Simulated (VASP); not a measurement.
Shape and ions are relaxed at each volume.

Input:

```xyz
6
Lattice="4.3949 0.0000 0.0000 0.0000 4.3949 0.0000 0.0000 0.0000 2.8930" Properties=species:S:1:pos:R:3 pbc="T T T"
Cr     4.3949     0.0000     0.0000
Cr     2.1975     2.1975     1.4465
O      1.3328     1.3328     2.8930
O      3.5303     0.8647     1.4465
O      0.8647     3.5303     1.4465
O      3.0621     3.0621     0.0000
```
Starting moments (μB, in the order of the record's atoms Cr Cr O O O O): 2.1 2.1 -0.1 -0.1 -0.1 -0.1.

These are PBEsol GGA, VASP's PBE PAW potentials (set 64) (plane waves; VASP) values and carry that method's errors. Run with 520 eV cut-off, 7×7×11 Γ-centred mesh, first-order Methfessel-Paxton smearing of 0.10 eV, potentials Cr_pv O.

### Question
Give the energy at these volumes per atom, relative to the lowest: 8.75, 9.02, 9.30, 9.58, 9.86 Å³.

### Answer
31.1, 7.6, 0.0, 5.8, 22.8 meV/atom. A third-order Birch-Murnaghan fit gives B0 = 254 GPa and B0′ = 5.0.

The compound is CrO2 in the rutile structure. It was relaxed first.
